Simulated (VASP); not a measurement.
# BaCdSnF (P4/nmm) in VASP: single point with HSE06

Aim: the single point of BaCdSnF with HSE06.

All numbers are computed with VASP 6.6.1; they aren't measurements. Logs are shortened: lines on timing, memory, paths and dates and some standing lists are left out, and cuts for length are marked.

**1. Starting point**

The structure is tetragonal, space group P4/nmm (No. 129). The conventional cell has a = 4.478 Å, b = 4.478 Å, c = 9.526 Å, α = 90.00°, β = 90.00°, γ = 90.00°. Ba (site symmetry 4mm) is surrounded by 4 F at 2.61 Å. Around Cd (site symmetry -4m2) lie 4 Sn at 2.85 Å and 4 Cd at 3.17 Å. Sn (site symmetry 4mm) is surrounded by 4 Cd at 2.85 Å. F (site symmetry -4m2) has 4 Ba at 2.61 Å as nearest neighbours.

The cell was built by a generator and needn't be a form met in nature.

**2. Single point, HSE06**

Contents of POSCAR:

```
BaCdSnF
1.0
    4.4784130000      0.0000000000      0.0000000000
    0.0000000000      4.4784130000      0.0000000000
    0.0000000000      0.0000000000      9.5256250000
Ba Cd Sn F
2 2 2 2
Direct
    0.2500000000      0.2500000000      0.3586500000
    0.7500000000      0.7500000000      0.6413500000
    0.2500000000      0.7500000000      0.0000000000
    0.7500000000      0.2500000000      0.0000000000
    0.2500000000      0.2500000000      0.8148600000
    0.7500000000      0.7500000000      0.1851400000
    0.2500000000      0.7500000000      0.5000000000
    0.7500000000      0.2500000000      0.5000000000
```

Contents of INCAR.step1:

```
SYSTEM = BaCdSnF
PREC = Accurate ; ENCUT = 520
EDIFF = 1E-5 ; ISMEAR = -1
SIGMA = 0.1 ; LREAL = .FALSE.
LASPH = .TRUE. ; NELM = 80
ALGO = Normal ; ISIF = 2
LWAVE = .TRUE. ; NBANDS = 53
GGA = PE
```

Contents of INCAR.step2:

```
SYSTEM = BaCdSnF
PREC = Accurate ; ENCUT = 520
EDIFF = 1E-6 ; ISMEAR = -1
SIGMA = 0.1 ; LREAL = .FALSE.
LASPH = .TRUE. ; NELM = 80
ALGO = Normal ; ISIF = 2
LWAVE = .FALSE. ; LCHARG = .TRUE.
GGA = PE ; LHFCALC = .TRUE.
HFSCREEN = 0.2079 ; PRECFOCK = Fast
LELF = .TRUE. ; LVHAR = .TRUE.
NBANDS = 53 ; ISTART = 1
```

Contents of KPOINTS:

```
Automatic mesh
0
G
  3 3 1
  0 0 0
```

Potentials or basis: VASP PAW PBE potentials, release 64 (Ba_sv, Cd, Sn_d, F).

Launch:

```bash
$ cat potpaw_PBE.64/Ba_sv/POTCAR potpaw_PBE.64/Cd/POTCAR potpaw_PBE.64/Sn_d/POTCAR potpaw_PBE.64/F/POTCAR > POTCAR
$ cp INCAR.step1 INCAR
$ mpirun -np 1 vasp_std > vasp.out
$ cp INCAR.step2 INCAR
$ mpirun -np 1 vasp_std > vasp.out
```

OUTCAR:

```text
SYSTEM = BaCdSnF
   PREC = Accurate
   ENCUT = 520
   EDIFF = 1E-6
   ISMEAR = -1
   LREAL = .FALSE.
   LASPH = .TRUE.
   NELM = 80
   ISIF = 2
   GGA = PE
   LHFCALC = .TRUE.
   HFSCREEN = 0.2079
   PRECFOCK = Fast
   ISTART = 1

 ion  position               nearest neighbor table
   1  0.250  0.250  0.359-   7 2.61   8 2.61   7 2.61   8 2.61   6 3.57   6 3.57   6 3.57   6 3.57
                             4 4.08   3 4.08   4 4.08   3 4.08   2 4.16   2 4.16   2 4.16   2 4.16
   2  0.750  0.750  0.641-   7 2.61   8 2.61   8 2.61   7 2.61   5 3.57   5 3.57   5 3.57   5 3.57
                             3 4.08   4 4.08   4 4.08   3 4.08   1 4.16   1 4.16   1 4.16   1 4.16
   3  0.250  0.750  0.000-   5 2.85   6 2.85   5 2.85   6 2.85   4 3.17   4 3.17   4 3.17   4 3.17
                             2 4.08   1 4.08   2 4.08   1 4.08
   4  0.750  0.250  0.000-   5 2.85   6 2.85   6 2.85   5 2.85   3 3.17   3 3.17   3 3.17   3 3.17
                             1 4.08   2 4.08   2 4.08   1 4.08
   5  0.250  0.250  0.815-   3 2.85   4 2.85   3 2.85   4 2.85   2 3.57   2 3.57   2 3.57   2 3.57

   6  0.750  0.750  0.185-   3 2.85   4 2.85   4 2.85   3 2.85   1 3.57   1 3.57   1 3.57   1 3.57

   7  0.250  0.750  0.500-   1 2.61   2 2.61   1 2.61   2 2.61
   8  0.750  0.250  0.500-   1 2.61   2 2.61   2 2.61   1 2.61

  LATTYP: Found a simple tetragonal cell.
 ALAT       =     4.4784130000
 C/A-ratio  =     2.1270090543

  Lattice vectors:

 A1 = (   4.4784130000,   0.0000000000,   0.0000000000)
 A2 = (   0.0000000000,   4.4784130000,   0.0000000000)
 A3 = (   0.0000000000,   0.0000000000,   9.5256250000)

Analysis of symmetry for initial positions (statically):
=====================================================================
 Subroutine PRICEL returns:
 Original cell was already a primitive cell.

 Routine SETGRP: Setting up the symmetry group for a
 simple tetragonal supercell.

 Subroutine GETGRP returns: Found 16 space group operations
 (whereof  4 operations were pure point group operations)
 out of a pool of 16 trial point group operations.

The static configuration has the point symmetry C_2h.
 The point group associated with its full space group is D_4h.

Analysis of symmetry for dynamics (positions and initial velocities):
=====================================================================
 Subroutine PRICEL returns:
 Original cell was already a primitive cell.

 Routine SETGRP: Setting up the symmetry group for a
 simple tetragonal supercell.

 Subroutine GETGRP returns: Found 16 space group operations
 (whereof  4 operations were pure point group operations)
 out of a pool of 16 trial point group operations.

The dynamic configuration has the point symmetry C_2h.
 The point group associated with its full space group is D_4h.

 Subroutine INISYM returns: Found 16 space group operations
 (whereof  4 operations are pure point group operations),
 and found     1 'primitive' translations

----------------------------------------------------------------------------------------

                                     Primitive cell

  volume of cell :     191.0477

  direct lattice vectors                    reciprocal lattice vectors
     4.478413000  0.000000000  0.000000000     0.223293385  0.000000000  0.000000000
     0.000000000  4.478413000  0.000000000     0.000000000  0.223293385  0.000000000
     0.000000000  0.000000000  9.525625000     0.000000000  0.000000000  0.104979988

  length of vectors
     4.478413000  4.478413000  9.525625000     0.223293385  0.223293385  0.104979988

  position of ions in fractional coordinates (direct lattice)
     0.250000000  0.250000000  0.358650000
     0.750000000  0.750000000  0.641350000
     0.250000000  0.750000000  0.000000000
     0.750000000  0.250000000  0.000000000
     0.250000000  0.250000000  0.814860000
     0.750000000  0.750000000  0.185140000
     0.250000000  0.750000000  0.500000000
     0.750000000  0.250000000  0.500000000

  ion indices of the primitive-cell ions
   primitive index   ion index
                 1           1
                 2           2
                 3           3
                 4           4
                 5           5
                 6           6
                 7           7
                 8           8

----------------------------------------------------------------------------------------

 KPOINTS: Automatic mesh

Automatic generation of k-mesh.
 Grid dimensions read from file:
 generate k-points for:    3    3    1

 Generating k-lattice:

  Cartesian coordinates                     Fractional coordinates (reciprocal lattice)
     0.074431128  0.000000000  0.000000000     0.333333333  0.000000000  0.000000000
     0.000000000  0.074431128  0.000000000     0.000000000  0.333333333  0.000000000
     0.000000000  0.000000000  0.104979988     0.000000000  0.000000000  1.000000000

  Length of vectors
     0.074431128  0.074431128  0.104979988

  Shift w.r.t. Gamma in fractional coordinates (k-lattice)
     0.000000000  0.000000000  0.000000000

 Subroutine IBZKPT returns following result:
 ===========================================

 Found      3 irreducible k-points:

 Following reciprocal coordinates:
            Coordinates               Weight
  0.000000  0.000000  0.000000      1.000000
  0.333333  0.000000  0.000000      4.000000
  0.333333  0.333333  0.000000      4.000000
   k-points           NKPTS =      3   k-points in BZ     NKDIM =      9   number of bands    NBANDS=     53
   number of dos      NEDOS =    301   number of ions     NIONS =      8
   total plane-waves  NPLWV =  93312
   dimension x,y,z NGX =    36 NGY =   36 NGZ =   72
   dimension x,y,z NGXF=    72 NGYF=   72 NGZF=  144
   ions per type =               2   2   2   2
   NGX,Y,Z   is equivalent  to a cutoff of  13.36, 13.36, 12.57 a.u.
   NGXF,Y,Z  is equivalent  to a cutoff of  26.73, 26.73, 25.13 a.u.
 SYSTEM =  BaCdSnF
   PREC   = accura    normal or accurate (medium, high low for compatibility)
   ISTART =      1    job   : 0-new  1-cont  2-samecut
   ICHARG =      0    charge: 1-file 2-atom 10-const
   ISPIN  =      1    spin polarized calculation?
   LNONCOLLINEAR =      F non collinear calculations
   LSORBIT =      F    spin-orbit coupling
   LASPH  =      T    aspherical Exc in radial PAW
   ENCUT  =  520.0 eV  38.22 Ry    6.18 a.u.   8.33  8.33 17.71*2*pi/ulx,y,z
   NELM   =     80;   NELMIN=  2; NELMDL=  0     # of ELM steps
   EDIFF  = 0.1E-05   stopping-criterion for ELM
   LREAL  =      F    real-space projection
   EDIFFG = 0.1E-04   stopping-criterion for IOM
   NSW    =      0    number of steps for IOM
   IBRION =     -1    ionic relax: 0-MD 1-quasi-New 2-CG
   NFREE  =      0    steps in history (QN), initial steepest desc. (CG)
   ISIF   =      2    stress and relaxation
   ISYM   =      3    0-nonsym 1-usesym 2-fastsym
   POTIM  = 0.5000    time-step for ionic-motion
   TEBEG  =    0.0;   TEEND  =   0.0 temperature during run
   PSTRESS=    0.0 pullay stress
   NELECT =      86.0000    total number of electrons
   NUPDOWN=      -1.0000    fix difference up-down
   EMIN   =  10.00;   EMAX   =-10.00  energy-range for DOS
   EFERMI =   0.00;   METHOD = LEGACY
   ISMEAR =    -1;   SIGMA  =   0.10  broadening in eV -4-tet -1-fermi 0-gaus
   EFERMI_NEDOS =   21; number of points for ismear=-14 and -15
   IALGO  =     38    algorithm
   IMIX   =      1    mixing-type and parameters
     AMIX     =   0.40;   BMIX     =  1.00
     AMIX_MAG =   1.60;   BMIX_MAG =  1.00
  volume/ion in A,a.u.               =      23.88       161.16
  Fermi-wavevector in a.u.,A,eV,Ry     =   1.254663  2.370969 21.418006  1.574179
  Thomas-Fermi vector in A             =   2.388457
   LORBIT       =      0    0 simple, 1 ext, 2 COOP (PROOUT), +10 PAW based schemes
   GGA     = PE    functional components
   LHFCALC =     T    Hartree Fock is set to
   PRECFOCK=fast      Normal, Fast or Accurate (Low or Medium for compatibility)
   ENCUT4O =  -1.0   cutoff for four orbital integrals eV
   NKREDX  =     1    reduce k-point grid by
   NKREDY  =     1    reduce k-point grid by
   NKREDZ  =     1    reduce k-point grid by
   AEXX    =    0.2500 exact exchange contribution
   HFSCREEN=    0.2079 screening length (either q_TF or 0.3 A-1)
   HFSCREENC=   0.2079 screening length for correlation (either q_TF or 0.3 A-1)
   ENCUTFOCK=  -1.0 apply spherical cutoff to Coloumb kernel
   IVDW    =     0    specifies the selected vdW correction
   LEPSILON=     F    determine dielectric tensor
   LRPA    =     F    only Hartree local field effects (RPA)
 non-spin polarized calculation
  energy-cutoff  :      520.00
  volume of cell :      191.05
 maximum number of plane-waves:      5191
 NGX is ok and might be reduce to    36
  NGX = 18; NGY = 18; NGZ = 40

 number of electron      85.9999997 magnetization

 Free energy of the ion-electron system (eV)
  ---------------------------------------------------
  ext. energy  EPLUGINS =         0.00000000
  ---------------------------------------------------
  free energy    TOTEN  =       -34.15483026 eV

  energy without entropy =      -34.04911890  energy(sigma->0) =      -34.10197458

 E-fermi :   4.0164     XC(G=0):  -8.1896

 val. band max:        4.0028495826   @ k =   0.3333   0.0000   0.0000
 cond. band min:       4.1032195207   @ k =   0.0000   0.0000   0.0000
 fundamental gap:      0.1003699381
 Fermi energy:         4.0163550958

 k-point     1 :       0.0000    0.0000    0.0000
  band No.  band energies     occupation
      1     -26.0639      2.00000
      2     -25.7204      2.00000
      3     -22.9264      2.00000
      4     -22.7575      2.00000
      5     -19.0207      2.00000
      6     -19.0173      2.00000
[... 45 lines left out ...]
     52       9.5205      0.00000
     53       9.5306      0.00000

 k-point     2 :       0.3333    0.0000    0.0000
  band No.  band energies     occupation
      1     -25.9256      2.00000
      2     -25.7465      2.00000
      3     -22.9753      2.00000
      4     -22.8826      2.00000
      5     -19.0142      2.00000
      6     -19.0125      2.00000
[... 45 lines left out ...]
     52       9.4203      0.00000
     53       9.7448      0.00000

 k-point     3 :       0.3333    0.3333    0.0000
  band No.  band energies     occupation
      1     -25.8200      2.00000
      2     -25.7260      2.00000
      3     -23.0484      2.00000
      4     -22.9970      2.00000
      5     -19.0103      2.00000
      6     -19.0092      2.00000
[... 45 lines left out ...]
     52       9.9446      0.00000
     53      10.3844      0.00000

------------------------ aborting loop because EDIFF is reached ----------------------------------------

  FORCE on cell =-STRESS in cart. coord.  units (eV):
  Direction    XX          YY          ZZ          XY          YZ          ZX
  --------------------------------------------------------------------------------------
  -------------------------------------------------------------------------------------
  Total        6.3232255      6.3232255      7.1448311     -0.0000000     -0.0000000     -0.0000000
  in kB       53.0282739     53.0282739     59.9184796     -0.0000000     -0.0000000     -0.0000000
  external PRESSURE =      55.3250091 kB  Pullay stress =       0.0000000 kB

 VOLUME and BASIS-vectors are now :
 -----------------------------------------------------------------------------
  energy-cutoff  :      520.00
  volume of cell :      191.05
      direct lattice vectors                 reciprocal lattice vectors
     4.478413000  0.000000000  0.000000000     0.223293385  0.000000000  0.000000000
     0.000000000  4.478413000  0.000000000     0.000000000  0.223293385  0.000000000
     0.000000000  0.000000000  9.525625000     0.000000000  0.000000000  0.104979988

 POSITION                                       TOTAL-FORCE (eV/Angst)
 -----------------------------------------------------------------------------------
      1.11960      1.11960      3.41637         0.000000     -0.000000     -0.122157
      3.35881      3.35881      6.10926         0.000000      0.000000      0.122157
      1.11960      3.35881      0.00000        -0.000000      0.000000      0.000000
      3.35881      1.11960      0.00000        -0.000000     -0.000000      0.000000
      1.11960      1.11960      7.76205         0.000000      0.000000     -0.186312
      3.35881      3.35881      1.76357        -0.000000     -0.000000      0.186312
      1.11960      3.35881      4.76281        -0.000000      0.000000      0.000000
      3.35881      1.11960      4.76281         0.000000     -0.000000      0.000000
 -----------------------------------------------------------------------------------
    total drift:                                0.000042      0.000040      0.000023

  FREE ENERGIE OF THE ION-ELECTRON SYSTEM (eV)
  ---------------------------------------------------
  free  energy   TOTEN  =       -34.1548302583 eV

  energy  without entropy=      -34.0491189004  energy(sigma->0) =      -34.10197458
```

Wall time 13 min (1 thread of Intel Xeon Platinum 8488C (Sapphire Rapids), shared host); peak memory 0.44 GiB.

Results:

```yaml
Free_energy: -34.1548 eV
Pressure: 5.5 GPa
Largest_force: 0.186 eV/Å
Band_gap_on_the_k_mesh: none (metal or under the smearing width)
```

Forces in eV/Å, atoms in the order of the input:
```
Ba   0.000  0.000 -0.122
Ba   0.000  0.000  0.122
Cd   0.000  0.000  0.000
Cd   0.000  0.000  0.000
Sn   0.000  0.000 -0.186
Sn   0.000  0.000  0.186
F    0.000  0.000  0.000
F    0.000  0.000  0.000
```

Caveat: the k mesh is coarse (spacing up to 0.66 Å⁻¹), so the values aren't converged, least of all with exact exchange; the PAW data sets were made with another functional, which shifts forces and pressure a little. The run has no spin-orbit coupling, so splittings on Ba are missing.
